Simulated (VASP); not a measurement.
# DyIn3Cu2 (P6/mmm) in VASP: notebook, part 2 of 2

VASP 6.6.1. Earlier steps stand in the parts before.

## (3) Single point, PBE, collinear spin, ferromagnetic start

run.py reads:

```python
from ase import Atoms
from ase.calculators.vasp import Vasp
from ase.dft.bandgap import bandgap

atoms = Atoms(
    ['Dy', 'In', 'In', 'In', 'Cu', 'Cu'],
    cell=[[5.8241564107, 0.0, 0.0], [-2.9120782053, 5.0438674073, 0.0], [0.0, 0.0, 4.257596]],
    scaled_positions=[[0.0, 0.0, 0.0], [0.5, 0.0, 0.5], [0.5, 0.5, 0.5], [0.0, 0.5, 0.5], [0.6666666667, 0.3333333333, 0.0], [0.3333333333, 0.6666666667, 0.0]],
    pbc=True,
)
atoms.set_initial_magnetic_moments([5.0, 0.0, 0.0, 0.0, 0.6, 0.6])
calc = Vasp(
    directory='calc',
    xc='pbe',
    pp='PBE',
    setups={'base': 'minimal', 'Dy': '_3', 'In': '_d', 'Cu': '_pv'},
    prec='Accurate',
    encut=600,
    ediff=1e-07,
    ismear=0,
    sigma=0.05,
    lreal=False,
    lasph=True,
    nelm=150,
    algo='Normal',
    isif=2,
    lwave=False,
    lcharg=True,
    ispin=2,
    lorbit=11,
    lmaxmix=6,
    lelf=True,
    lvhar=True,
    kpts=[5, 5, 6],
    gamma=True,
)
atoms.calc = calc

print('energy (eV):', atoms.get_potential_energy())
print('free energy (eV):', atoms.get_potential_energy(force_consistent=True))
print('forces (eV/A):')
print(atoms.get_forces())
print('stress (eV/A^3, Voigt):', atoms.get_stress())
print('Fermi level (eV):', calc.get_fermi_level())
print('moment (muB):', atoms.get_magnetic_moment())
print('site moments (muB):', atoms.get_magnetic_moments())
gap, top, bottom = bandgap(calc)
print('band gap (eV):', gap, 'from (spin, k, band)', top, 'to', bottom)
```

Potentials or basis: VASP PAW PBE potentials, release 64 (Dy_3, In_d, Cu_pv), 4f in core.

On the command line:

```console
python run.py
```

Output:

```text
energy (eV): -20.32788343
free energy (eV): -20.33075454
forces (eV/A):
[[-0.  0.  0.]
 [-0.  0.  0.]
 [-0.  0.  0.]
 [-0.  0.  0.]
 [-0. -0.  0.]
 [ 0. -0.  0.]]
stress (eV/A^3, Voigt): [-0.00050104 -0.00050104 -0.00151942  0.         -0.         -0.        ]
Fermi level (eV): 7.30819739
moment (muB): -0.0006214
site moments (muB): [-0. -0. -0. -0. -0. -0.]
band gap (eV): 0.0 from (spin, k, band) (None, None, None) to (None, None, None)
```

OUTCAR:

```text
ENCUT = 600.000000
   EDIFF = 1.00e-07
   GGA = PE
   PREC = Accurate
   ISIF = 2
   ISMEAR = 0
   ISPIN = 2
   LORBIT = 11
   NELM = 150
   LASPH = .TRUE.
   LREAL = .FALSE.

 ion  position               nearest neighbor table
   1  0.000  0.000  0.000-   4 3.61   4 3.61   4 3.61   4 3.61   2 3.61   2 3.61   2 3.61   2 3.61
                             3 3.61   3 3.61   3 3.61   3 3.61
   2  0.500  0.000  0.500-   5 2.71   6 2.71   5 2.71   6 2.71   3 2.91   3 2.91   4 2.91   4 2.91
                             1 3.61   1 3.61   1 3.61   1 3.61
   3  0.500  0.500  0.500-   5 2.71   6 2.71   5 2.71   6 2.71   2 2.91   2 2.91   4 2.91   4 2.91
                             1 3.61   1 3.61   1 3.61   1 3.61
   4  0.000  0.500  0.500-   5 2.71   6 2.71   5 2.71   6 2.71   3 2.91   3 2.91   2 2.91   2 2.91
                             1 3.61   1 3.61   1 3.61   1 3.61
   5  0.667  0.333  0.000-   2 2.71   2 2.71   4 2.71   4 2.71   3 2.71   3 2.71
   6  0.333  0.667  0.000-   2 2.71   2 2.71   4 2.71   4 2.71   3 2.71   3 2.71

  LATTYP: Found a hexagonal cell.
 ALAT       =     5.8241564107
 C/A-ratio  =     0.7310236367

[... 2419 lines left out ...]
  Total        0.0626656      0.0626656      0.1900369      0.0000000      0.0000000      0.0000000
  in kB        0.8027469      0.8027469      2.4343741      0.0000000      0.0000000      0.0000000
  external PRESSURE =       1.3466226 kB  Pullay stress =       0.0000000 kB

 VOLUME and BASIS-vectors are now :
 -----------------------------------------------------------------------------
  energy-cutoff  :      600.00
  volume of cell :      125.07
      direct lattice vectors                 reciprocal lattice vectors
     5.824156411  0.000000000  0.000000000     0.171698686  0.099130282  0.000000000
    -2.912078205  5.043867407  0.000000000     0.000000000  0.198260565  0.000000000
     0.000000000  0.000000000  4.257596000     0.000000000  0.000000000  0.234874328

 POSITION                                       TOTAL-FORCE (eV/Angst)
 -----------------------------------------------------------------------------------
      0.00000      0.00000      0.00000        -0.000000      0.000000      0.000000
      2.91208      0.00000      2.12880        -0.000000      0.000000      0.000000
      1.45604      2.52193      2.12880        -0.000000      0.000000      0.000000
     -1.45604      2.52193      2.12880        -0.000000      0.000000      0.000000
      2.91208      1.68129      0.00000        -0.000000     -0.000000      0.000000
     -0.00000      3.36258      0.00000         0.000000     -0.000000      0.000000
 -----------------------------------------------------------------------------------
    total drift:                               -0.000000      0.000000     -0.000000

  FREE ENERGIE OF THE ION-ELECTRON SYSTEM (eV)
  ---------------------------------------------------
  free  energy   TOTEN  =       -20.3307545403 eV

  energy  without entropy=      -20.3250123228  energy(sigma->0) =      -20.32788343

 total charge

# of ion       s       p       d       tot
------------------------------------------
    1        0.233   6.323   0.986   7.542
    2        0.847   0.821   9.870  11.538
    3        0.847   0.821   9.870  11.538
    4        0.847   0.821   9.870  11.538
    5        0.278   6.168   8.893  15.339
    6        0.278   6.168   8.893  15.339
--------------------------------------------------
tot          3.331  21.122  48.381  72.833

 magnetization (x)

# of ion       s       p       d       tot
------------------------------------------
    1       -0.000  -0.000  -0.000  -0.000
    2       -0.000  -0.000  -0.000  -0.000
    3       -0.000  -0.000  -0.000  -0.000
    4       -0.000  -0.000  -0.000  -0.000
    5       -0.000  -0.000  -0.000  -0.000
    6       -0.000  -0.000  -0.000  -0.000
--------------------------------------------------
tot         -0.000  -0.000  -0.000  -0.000
```

INCAR:

```text
ENCUT = 600.000000
SIGMA = 0.050000
EDIFF = 1.00e-07
ALGO = Normal
GGA = PE
PREC = Accurate
ISIF = 2
ISMEAR = 0
ISPIN = 2
LMAXMIX = 6
LORBIT = 11
NELM = 150
LASPH = .TRUE.
LCHARG = .TRUE.
LELF = .TRUE.
LVHAR = .TRUE.
LWAVE = .FALSE.
LREAL = .FALSE.
MAGMOM = 1*5.0000 3*0.0000 2*0.6000
```

It took 11 min on 1 thread of Intel Xeon Platinum 8375C at 2.90GHz (Ice Lake), shared host; peak memory 0.51 GiB.

Results:

```yaml
Free_energy: -20.3308 eV
Pressure: 0.1 GPa
Band_gap_on_the_k_mesh: none (metal or under the smearing width)
Net_moment: 0.00 μB per cell
Valence_electrons_inside_the_program's_atomic_spheres: Dy 7.54; In 11.54; Cu 15.34
```

Levels at points of the mesh, in eV from the Fermi level:
Spin up:
```
           k point  band 39  band 40  band 41  band 42  band 43  band 44
(0.00, 0.00, 0.00)    -1.52    -1.52    -1.39    -0.80     1.62     2.03
(0.00, 0.00, 0.50)    -1.61    -1.59    -1.59    -0.70    -0.70     0.29
```
Spin down:
| k point | band 37 | band 38 | band 39 | band 40 | band 41 | band 42 | band 43 | band 44 | band 45 | band 46 |
| --- | --- | --- | --- | --- | --- | --- | --- | --- | --- | --- |
| (0.00, 0.00, 0.00) | -2.89 | -2.43 | -1.52 | -1.52 | -1.39 | -0.80 | 1.62 | 2.03 | 2.03 | 3.07 |
| (0.00, 0.00, 0.50) | -3.20 | -1.61 | -1.61 | -1.59 | -1.59 | -0.70 | -0.70 | 0.29 | 2.70 | 3.04 |

Caveat: the magnetic or orbital state may not be the lowest; spin-orbit coupling is left out, which moves the levels of the heavy elements; the 4f electrons are frozen in the core as for a trivalent ion, so they carry no moment and show no levels.
